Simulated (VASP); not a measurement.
# A VASP study of SnAs (r2SCAN + rVV10): structure first, properties next, part 3 of 5

Aim: relax SnAs with r2SCAN + rVV10, compute its properties on that cell and hold them against experiment. Left out of this account: 1 further run (core levels: core levels are not valid at this level). The start is a computed cell from the Materials Project.

VASP 6.6.1, plane waves and PAW; the level of theory is named at each step.

Still holding for the runs below: This run has no spin polarisation. Its electron count is odd, so without a moment it is a metal by construction.

So far. Step 3 (Second relaxation): It ends with forces that vanish by symmetry and a pressure of 0.01 GPa. The volume moved by under 0.01 %: the run met its threshold at the first step. Step 4 (Single point with fields (r2SCAN + rVV10)): In this run the pressure is 0.01 GPa, small enough to go on. The relaxed cell has a = 5.734 Å (conventional setting).

**5. Band structure (r2SCAN + rVV10)**

Level of this step: r2SCAN with rVV10; plane waves and PAW (Sn_d, As) (VASP).

Levels along the symmetry lines show where the bands peak and cross; KPOINTS_OPT computes them in the converged potential.

The input, INCAR:

```
SYSTEM = SnAs
PREC = Accurate
ENCUT = 400
EDIFF = 1E-06
NELM = 100
ISMEAR = 0
SIGMA = 0.05
LREAL = .FALSE.
ALGO = Normal
METAGGA = R2SCAN
LUSE_VDW = .TRUE.
IVDW_NL = 2
BPARAM = 11.95
CPARAM = 0.0093
LASPH = .TRUE.
NBANDS = 21
LORBIT = 11
LWAVE = .FALSE.
LCHARG = .FALSE.
KPAR = 2
```

The input, POSCAR:

```
SnAs
1.0
    0.0000000000      2.8671404637      2.8671404637
    2.8671404637      0.0000000000      2.8671404637
    2.8671404637      2.8671404637      0.0000000000
Sn As
1 1
Direct
    0.5000000000      0.5000000000      0.5000000000
    0.0000000000      0.0000000000      0.0000000000
```

The input, KPOINTS:

```
Automatic mesh
0
Gamma
8 8 8
0 0 0
```

The input, KPOINTS_OPT:

```
Line mode
16
Line-mode
Reciprocal
  0.00000000   0.00000000   0.00000000 GAMMA
  0.50000000   0.00000000   0.50000000 X

  0.50000000   0.00000000   0.50000000 X
  0.50000000   0.25000000   0.75000000 W

  0.50000000   0.25000000   0.75000000 W
  0.37500000   0.37500000   0.75000000 K

  0.37500000   0.37500000   0.75000000 K
  0.00000000   0.00000000   0.00000000 GAMMA

  0.00000000   0.00000000   0.00000000 GAMMA
  0.50000000   0.50000000   0.50000000 L

  0.50000000   0.50000000   0.50000000 L
  0.62500000   0.25000000   0.62500000 U

  0.62500000   0.25000000   0.62500000 U
  0.50000000   0.25000000   0.75000000 W

  0.50000000   0.25000000   0.75000000 W
  0.50000000   0.50000000   0.50000000 L

  0.50000000   0.50000000   0.50000000 L
  0.37500000   0.37500000   0.75000000 K

  0.62500000   0.25000000   0.62500000 U
  0.50000000   0.00000000   0.50000000 X
```

Potentials, in the order of the species: Sn_d and As (PBE family, release 64).

Launch:

```bash
$ mpirun -np 2 vasp_std
```

What it wrote:

```text
[... set-up lines as in an earlier step ...]
 entering main loop
       N       E                     dE             d eps       ncg     rms          rms(c)
Total rVV10 correction in eV:      0.4337994    21.5668747
Total rVV10 correction in eV:      0.4337994    21.5668747
DAV:   1     0.889965182950E+02    0.88997E+02   -0.77584E+03  1348   0.102E+03
DAV:   2    -0.296396191504E+02   -0.11864E+03   -0.11297E+03  1291   0.312E+02
DAV:   3    -0.417023755509E+02   -0.12063E+02   -0.11988E+02  1440   0.737E+01
DAV:   4    -0.420056828303E+02   -0.30331E+00   -0.30320E+00  1428   0.123E+01
DAV:   5    -0.420121874699E+02   -0.65046E-02   -0.65043E-02  1524   0.189E+00    0.361E+00
Total rVV10 correction in eV:      0.4354119    21.5668759
Total rVV10 correction in eV:      0.4354119    21.5668759
DAV:   6    -0.390763118784E+02    0.29359E+01   -0.68159E-01  1560   0.108E+01    0.215E+00
Total rVV10 correction in eV:      0.4390254    21.5668759
Total rVV10 correction in eV:      0.4390254    21.5668759
DAV:   7    -0.390739592323E+02    0.23526E-02   -0.73588E-02  1393   0.135E+00    0.894E-01
Total rVV10 correction in eV:      0.4403913    21.5668759
Total rVV10 correction in eV:      0.4403913    21.5668759
DAV:   8    -0.390768061775E+02   -0.28469E-02   -0.52575E-03  1446   0.552E-01    0.295E-01
Total rVV10 correction in eV:      0.4410986    21.5668759
Total rVV10 correction in eV:      0.4410986    21.5668759
DAV:   9    -0.390772789814E+02   -0.47280E-03   -0.63881E-04  1389   0.173E-01    0.642E-02
Total rVV10 correction in eV:      0.4410741    21.5668759
Total rVV10 correction in eV:      0.4410741    21.5668759
DAV:  10    -0.390772749030E+02    0.40784E-05   -0.67304E-05  1713   0.866E-02    0.298E-02
Total rVV10 correction in eV:      0.4411309    21.5668759
Total rVV10 correction in eV:      0.4411309    21.5668759
DAV:  11    -0.390772810420E+02   -0.61389E-05   -0.15891E-05  1640   0.382E-02    0.544E-03
Total rVV10 correction in eV:      0.4411585    21.5668759
Total rVV10 correction in eV:      0.4411585    21.5668759
DAV:  12    -0.390772817239E+02   -0.68197E-06   -0.26253E-06  1307   0.210E-02
Total rVV10 correction in eV:      0.4411665    21.5668759
Total rVV10 correction in eV:      0.4411665    21.5668759
Total rVV10 correction in eV:      0.4411665    21.5668759
Total rVV10 correction in eV:      0.4411665    21.5668759
   1 F= -.39077282E+02 E0= -.39076201E+02  d E =-.216193E-02
 Start KPOINTS_OPT (optional k-point list driver)
k-point batch [1-29\160]
       N       E                     dE             ncg
DAV:   1    -0.398453387089E+03   -0.12492E+05     1337
DAV:   2    -0.385813411691E+04   -0.34597E+04     1307
DAV:   3    -0.421157425863E+04   -0.35344E+03     1462
DAV:   4    -0.422025631365E+04   -0.86821E+01     1516
DAV:   5    -0.422045550468E+04   -0.19919E+00     1531
DAV:   6    -0.422046406737E+04   -0.85627E-02     1716
DAV:   7    -0.422046423579E+04   -0.16841E-03     1612
DAV:   8    -0.422046424266E+04   -0.68697E-05     1311
DAV:   9    -0.422046424277E+04   -0.11076E-06      960
[...]
k-point batch [146-160\160]
       N       E                     dE             ncg
DAV:   1     0.775444262311E+04   -0.88797E+04      676
DAV:   2     0.597079748852E+04   -0.17836E+04      645
DAV:   3     0.579331161753E+04   -0.17749E+03      834
DAV:   4     0.578914434456E+04   -0.41673E+01      781
DAV:   5     0.578904990392E+04   -0.94441E-01      779
DAV:   6     0.578904438292E+04   -0.55210E-02      920
DAV:   7     0.578904434821E+04   -0.34706E-04      816
DAV:   8     0.578904434793E+04   -0.28003E-06      669
```

The job ended after 6.4 min (2 MPI ranks of AMD EPYC 7R43, shared host; peak memory 0.45 GiB).

From OUTCAR (step 5):

```text
   k-points           NKPTS =     29   k-points in BZ     NKDIM =     29   number of bands    NBANDS=     21

   NELECT =      19.0000    total number of electrons

 E-fermi :   6.8631

 k-point     1 :       0.0000    0.0000    0.0000
  band No.  band energies     occupation
    ...
      6      -6.8525      2.00000
      7       4.4133      2.00000
      8       5.6398      2.00000
      9       5.6398      2.00000
     10       5.6398      2.00000
     11      12.6787      0.00000
     12      12.6788      0.00000
     13      12.6788      0.00000
     14      13.2803      0.00000
     15      13.2803      0.00000
    ...

  Total        0.0059089      0.0059089      0.0059089     -0.0000000     -0.0000000      0.0000000
  in kB        0.2008350      0.2008350      0.2008350     -0.0000000     -0.0000000      0.0000000
  external PRESSURE =       0.2008350 kB  Pullay stress =       0.0000000 kB

 POSITION                                       TOTAL-FORCE (eV/Angst)
 -----------------------------------------------------------------------------------
      2.86714      2.86714      2.86714         0.000000     -0.000000     -0.000000
      0.00000      0.00000      0.00000        -0.000000      0.000000      0.000000
 -----------------------------------------------------------------------------------
    total drift:                                0.000000      0.000000      0.000000

  FREE ENERGIE OF THE ION-ELECTRON SYSTEM (eV)
  ---------------------------------------------------
  free  energy   TOTEN  =       -39.0772817239 eV

  energy  without entropy=      -39.0751197972  energy(sigma->0) =      -39.07620076

[... 8 parts as in an earlier step ...]

[... 8 further parts left out ...]
```

Spin-orbit coupling is off here; with elements this heavy it splits and shifts levels by tenths of an eV or more.

This step gave:

```
bands    : 21
pressure : 0.02008 GPa
```

Electronic bands along the path, in eV, zero at the Fermi level; # counts the bands kept, so #1 is VASP's band 7:

```
          point     #1     #2     #3     #4    #5    #6    #7     #8
              Γ  -2.45  -1.22  -1.22  -1.22  5.82  5.82  5.82   6.42
0.47 of the way  -5.20  -2.42  -2.42  -0.56  3.96  4.27  6.25   6.25
              X  -6.03  -5.60  -3.48  -3.48  3.09  7.99  7.99   9.66
0.47 of the way  -6.55  -5.80  -3.97  -1.83  3.99  5.67  8.29   8.87
              W  -7.26  -5.01  -5.01   0.95  2.38  6.42  6.42   9.37
0.47 of the way  -7.33  -5.35  -4.13  -0.22  3.53  5.49  7.59   8.16
              K  -7.40  -5.49  -2.81  -1.79  4.91  5.28  6.61   8.24
0.47 of the way  -6.64  -3.26  -0.51   1.46  2.01  2.44  5.61   7.72
              Γ  -2.45  -1.22  -1.22  -1.22  5.82  5.82  5.82   6.42
0.53 of the way  -6.31  -1.06  -1.06   0.93  2.99  2.99  3.61   7.25
              L  -8.76  -0.71  -0.71   1.20  1.48  1.48  2.68  10.53
0.53 of the way  -8.31  -3.58  -1.88  -0.53  3.27  3.73  6.24   7.93
              U  -7.40  -5.49  -2.81  -1.79  4.91  5.28  6.61   8.24
0.47 of the way  -7.34  -5.39  -3.95  -0.46  3.76  5.41  7.73   7.92
              W  -7.26  -5.01  -5.01   0.95  2.38  6.42  6.42   9.37
0.47 of the way  -8.16  -3.67  -3.14   0.74  1.85  5.28  6.54   8.13
              L  -8.76  -0.71  -0.71   1.20  1.48  1.48  2.68  10.53
0.47 of the way  -8.41  -3.17  -1.71  -0.30  2.95  3.36  5.73   8.29
              K  -7.40  -5.49  -2.81  -1.79  4.91  5.28  6.61   8.24
      jump to U  -7.40  -5.49  -2.81  -1.79  4.91  5.28  6.61   8.24
0.53 of the way  -6.27  -5.91  -3.33  -2.88  3.57  7.10  7.52   9.29
              X  -6.03  -5.60  -3.48  -3.48  3.09  7.99  7.99   9.66
```

Of the projections kept (Sn, As), the largest for each band there; the rest of the weight can lie on other orbitals:

```
point       #1       #2       #3       #4       #5       #6       #7       #8
    Γ  Sn 0.56  As 0.69  As 0.69  As 0.69  Sn 0.79  Sn 0.79  Sn 0.79  Sn 0.63
    X  Sn 0.52  Sn 0.84  As 0.56  As 0.56  Sn 0.67  Sn 0.58  Sn 0.58  As 0.69
    W  Sn 0.90  Sn 0.50  Sn 0.50  As 0.68  Sn 0.83  As 0.73  As 0.73  Sn 0.65
    K  Sn 0.86  Sn 0.51  As 0.58  Sn 0.61  As 0.68  Sn 0.63  Sn 0.72  As 0.77
    Γ  Sn 0.56  As 0.69  As 0.69  As 0.69  Sn 0.79  Sn 0.79  Sn 0.79  Sn 0.63
    L  Sn 0.82  As 0.87  As 0.87  Sn 0.58  Sn 0.91  Sn 0.91  Sn 0.60  As 0.70
```

The electronic bands as a text plot (rows in eV, shown from -8.0 to 6.4 only):

```
    6.1 |*  *      *  *     *     *              *  **     *  *
    5.5 |***  *      * **    *******        *  **
    4.9 |    *      *   ***         *         **     **   * **
    4.3 |   *       *    *      *    *     * *              * *
    3.7 | *  **    *   *  **         **      *  *     ** * *   *
    3.1 |  **  ****  *     **  *      *** * *    *         *    *
    2.5 |             *     ***        * * *      **   ** *
    1.9 |                    *          *  *        **   *
    1.3 |                    ***       ****           ***
    0.7 |  *         **              **    *     ******* *
    0.1 | * *              **   *   *                     *
   -0.5 |           *  *     ***   *     ** *   *       *  *
   -1.1 |*              *** *   ********* ** *         * ** *
   -1.7 | ** *             *    *          ** **      ** * * *
   -2.3 |   * *    *     **   **  *          *        *   * * *
   -2.9 |*   ***  *     *        * *        * **     *       ***
   -3.5 | *     ***          *                  *    *     *   **
   -4.1 |  *   *   **  *   **   *   *        *      *
   -4.7 |   *        **                          * *        *
   -5.3 |    *  *   *******    *     *        *****          *
   -5.9 |     ******          *                               ***
   -6.5 |          *         *        *                        *
   -7.1 |           *****              *       ****           *
   -7.7 |                ****                 *    **       **
         Γ       X    W  K        Γ      L     U  W     L   K|U X
```

There is no gap at this level.

**6. Density of states (r2SCAN + rVV10)**

Here the states are counted by energy and projected on the atoms. The mesh is finer than in the run before.

INCAR, as its differences from that of step 5:

```diff
@@ -5,3 +5,3 @@
 NELM = 100
-ISMEAR = 0
+ISMEAR = -5
 SIGMA = 0.05
@@ -20 +20,2 @@
 KPAR = 2
+NEDOS = 2001
```

POSCAR is that of step 5.

The input, KPOINTS:

```
Automatic mesh
0
Gamma
12 12 12
0 0 0
```

Launch:

```bash
$ mpirun -np 2 vasp_std
```

What it wrote:

```text
[... set-up lines as in an earlier step ...]
 entering main loop
       N       E                     dE             d eps       ncg     rms          rms(c)
Total rVV10 correction in eV:      0.4337994    21.5668747
Total rVV10 correction in eV:      0.4337994    21.5668747
DAV:   1     0.932426652057E+02    0.93243E+02   -0.78889E+03  3233   0.101E+03
DAV:   2    -0.292438881600E+02   -0.12249E+03   -0.11657E+03  3161   0.316E+02
DAV:   3    -0.417234715301E+02   -0.12480E+02   -0.12386E+02  3603   0.749E+01
DAV:   4    -0.420327065282E+02   -0.30923E+00   -0.30917E+00  3594   0.123E+01
DAV:   5    -0.420393483702E+02   -0.66418E-02   -0.66421E-02  3757   0.189E+00    0.360E+00
Total rVV10 correction in eV:      0.4353203    21.5668759
Total rVV10 correction in eV:      0.4353203    21.5668759
DAV:   6    -0.391052147013E+02    0.29341E+01   -0.67909E-01  3936   0.108E+01    0.214E+00
Total rVV10 correction in eV:      0.4388180    21.5668759
Total rVV10 correction in eV:      0.4388180    21.5668759
DAV:   7    -0.391036302545E+02    0.15844E-02   -0.71565E-02  3492   0.134E+00    0.895E-01
Total rVV10 correction in eV:      0.4401228    21.5668759
Total rVV10 correction in eV:      0.4401228    21.5668759
DAV:   8    -0.391064256686E+02   -0.27954E-02   -0.51541E-03  3620   0.548E-01    0.292E-01
Total rVV10 correction in eV:      0.4407949    21.5668759
Total rVV10 correction in eV:      0.4407949    21.5668759
DAV:   9    -0.391068615446E+02   -0.43588E-03   -0.62363E-04  3457   0.170E-01    0.642E-02
Total rVV10 correction in eV:      0.4407667    21.5668759
Total rVV10 correction in eV:      0.4407667    21.5668759
DAV:  10    -0.391068507165E+02    0.10828E-04   -0.68626E-05  4198   0.863E-02    0.299E-02
Total rVV10 correction in eV:      0.4408214    21.5668759
Total rVV10 correction in eV:      0.4408214    21.5668759
DAV:  11    -0.391068554474E+02   -0.47309E-05   -0.15586E-05  4107   0.374E-02    0.562E-03
Total rVV10 correction in eV:      0.4408501    21.5668759
Total rVV10 correction in eV:      0.4408501    21.5668759
DAV:  12    -0.391068563831E+02   -0.93570E-06   -0.26783E-06  3186   0.209E-02
Total rVV10 correction in eV:      0.4408574    21.5668759
Total rVV10 correction in eV:      0.4408574    21.5668759
Total rVV10 correction in eV:      0.4408577    21.5668759
Total rVV10 correction in eV:      0.4408577    21.5668759
   1 F= -.39106856E+02 E0= -.39106856E+02  d E =0.000000E+00
 -----------------------------------------------------------------------------
|                                                                             |
|           W    W    AA    RRRRR   N    N  II  N    N   GGGG   !!!           |
|           W    W   A  A   R    R  NN   N  II  NN   N  G    G  !!!           |
|           W    W  A    A  R    R  N N  N  II  N N  N  G       !!!           |
|           W WW W  AAAAAA  RRRRR   N  N N  II  N  N N  G  GGG   !            |
|           WW  WW  A    A  R   R   N   NN  II  N   NN  G    G                |
|           W    W  A    A  R    R  N    N  II  N    N   GGGG   !!!           |
|                                                                             |
|     Tetrahedron method does not include variations of the Fermi             |
|     occupations, so forces and stress will be inaccurate. We suggest        |
|     using a different smearing scheme ISMEAR = 1 or 2 for metals in         |
|     relaxations.                                                            |
|                                                                             |
 -----------------------------------------------------------------------------
```

Elapsed: 3.9 min, on 2 MPI ranks; peak memory 0.52 GiB.

From OUTCAR (step 6):

```text
   k-points           NKPTS =     72   k-points in BZ     NKDIM =     72   number of bands    NBANDS=     21

   NELECT =      19.0000    total number of electrons

 E-fermi :   6.9479

 k-point     1 :       0.0000    0.0000    0.0000
  band No.  band energies     occupation
    ...
      6      -6.8574      2.00000
      7       4.4094      2.00000
      8       5.6350      2.00000
      9       5.6350      2.00000
     10       5.6350      2.00000
     11      12.6779      0.00000
     12      12.6780      0.00000
     13      12.6780      0.00000
     14      13.2789      0.00000
     15      13.2789      0.00000
    ...

  Total       -0.0525330     -0.0525330     -0.0525330      0.0000000      0.0000000     -0.0000000
  in kB       -1.7855263     -1.7855263     -1.7855263      0.0000000      0.0000000     -0.0000000
  external PRESSURE =      -1.7855263 kB  Pullay stress =       0.0000000 kB

  FREE ENERGIE OF THE ION-ELECTRON SYSTEM (eV)
  ---------------------------------------------------
  free  energy   TOTEN  =       -39.1068563831 eV

  energy  without entropy=      -39.1068563831  energy(sigma->0) =      -39.10685638

[... 7 parts as in an earlier step ...]

[... 10 further parts left out ...]
```

With tetrahedra the forces and stress of a metal are not exact derivatives of the energy.

Numbers from this step:

```
irreducible k-points   : 72
free energy (TOTEN)    : -39.11 eV
Fermi energy           : 6.948 eV
pressure               : -0.1786 GPa
DOS at the Fermi level : 0.7152 states/eV/cell
```

The density of states has structure finer than the step of the table below, so its rows give means over 1 eV, whole bins alone (the curve runs from -12.0 to 7.95 eV). Peaks (eV: height): total -11.0: 1.85, 3.9: 1.49, 5.1: 2.01, 6.7: 1.49; As p -1.3: 0.402, 0.5: 0.291, 5.1: 0.362, 6.8: 0.256; Sn p -3.5: 0.247, 2.2: 0.472, 5.1: 0.367, 6.7: 0.310; Sn s -7.9: 0.533, 0.5: 0.171; As s -11.0: 1.08.

States under -12.0 eV and over 8.0 eV are left out. Table of density of states by energy, zero at the Fermi level; means over each step; values in states/eV/cell:

```
energy (eV)   total     As p    Sn p    Sn s     As s     Sn d     As d
        -11   0.809  0.00166  0.0258  0.0228    0.459   0.0129   1.8e-4
        -10       0        0       0       0        0        0        0
         -9  0.0650  0.00640  4.7e-4  0.0295  0.00128   2.7e-4   3.4e-5
         -8   0.822   0.0732  0.0109   0.376   0.0358  0.00353  0.00221
         -7   0.680   0.0588  0.0159   0.285   0.0689  0.00367  0.00227
         -6   0.378   0.0437  0.0262   0.109   0.0500  0.00233   8.5e-4
         -5   0.573    0.106  0.0977  0.0501   0.0236  0.00414  0.00157
         -4   0.890    0.201   0.168  0.0329   0.0163   0.0104  0.00321
         -3    1.18    0.307   0.218  0.0296   0.0138   0.0189  0.00499
         -2    1.15    0.334   0.183  0.0392   0.0151   0.0266  0.00625
         -1   0.952    0.291   0.125  0.0578   0.0153   0.0291  0.00709
          0   0.778    0.178   0.122   0.107   0.0171   0.0223   0.0120
          1   0.511   0.0955  0.0945  0.0688   0.0268   0.0118  0.00862
          2   0.850   0.0656   0.328  0.0127   0.0423   0.0128   0.0291
          3   0.989    0.121   0.302  0.0318   0.0449   0.0295   0.0316
          4    1.20    0.172   0.227  0.0449   0.0270   0.0627   0.0473
          5    1.40    0.255   0.269  0.0439   0.0171   0.0623   0.0574
          6    1.10    0.203   0.220  0.0272   0.0120   0.0530   0.0448
          7    1.32    0.212   0.282  0.0189   0.0139   0.0831   0.0540
```

The finer mesh and the other smearing move the Fermi level by +0.08 eV from the 8×8×8 run, one measure of the sampling error in the zero of the bands above. Of the states within 0.3 eV of the Fermi level, the largest shares in the PAW spheres are As p 23 %, Sn p 16 % and Sn s 14 %. The rest lies in smaller channels or between the spheres.

(Part 3 of 5 ends here.)

[Lines on the potential files, build, host, timing and source positions are cut from VASP's logs without a mark.]

[Logs are printed without paths, hosts, clocks, repeated set-up lines and the standing remarks that a program may print on its own settings, such as how far it seeks lower states.]

[Hosts, paths, dates, database ids (printed as entryN), source tags and the programs' standing remarks are cut or masked in the printed files.]

[A measured line is paired with the nearest computed mode of its activity, which favours agreement.]
